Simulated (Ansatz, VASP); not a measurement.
## GaF: VASP beside Ansatz

```
Ga F
1.0
     3.16592    0.00000    0.00000
     0.00000    3.16592    0.00000
     0.00000    0.00000    3.16592
Ga F
1 1
Direct
  0.00000 0.00000 0.00000
  0.50000 0.50000 0.50000
```

The cell was built by a generator and needn't be a form met in nature.

Alike in both runs: task relaxation of cell and atoms; functional PBE; k mesh 8 × 8 × 8; occupations fermi-dirac, width 0.05 eV; no spin polarisation.

|  | VASP | Ansatz |
| --- | --- | --- |
| version | VASP 6.6.1 | Ansatz 0.2.0 |
| potentials or method | VASP PAW PBE potentials, release 64 (Ga_d_GW, F_GW) | Ansatz PAW |
| plane-wave cutoff (eV) | 680 | 420 |
| valence electrons in the cell | 20 | 20 |

VASP gave:

| Item | Value |
| --- | --- |
| gap on the k mesh at the Fermi level, each at its own relaxed structure (eV) | 0.30 |
| relaxed volume (Å³/atom) | 15.79 |
| relaxed cell length with the largest relative difference (Å) | 3.161 |

Q: Estimate Ansatz's values.

A: gap on the k mesh at the Fermi level, each at its own relaxed structure (eV): 0.34; relaxed volume (Å³/atom): 15.87; relaxed cell length with the largest relative difference (Å): 3.166.

Caveats: the plane-wave basis is chosen anew once the cell has moved, so the energies of steps on either side of that aren't comparable (Ansatz); the pressure holds a Pulay correction of +0.4 GPa for the finite cutoff (Ansatz). A k mesh can miss the band edges. PBE gaps usually lie below the measured ones, often by a third to a half.
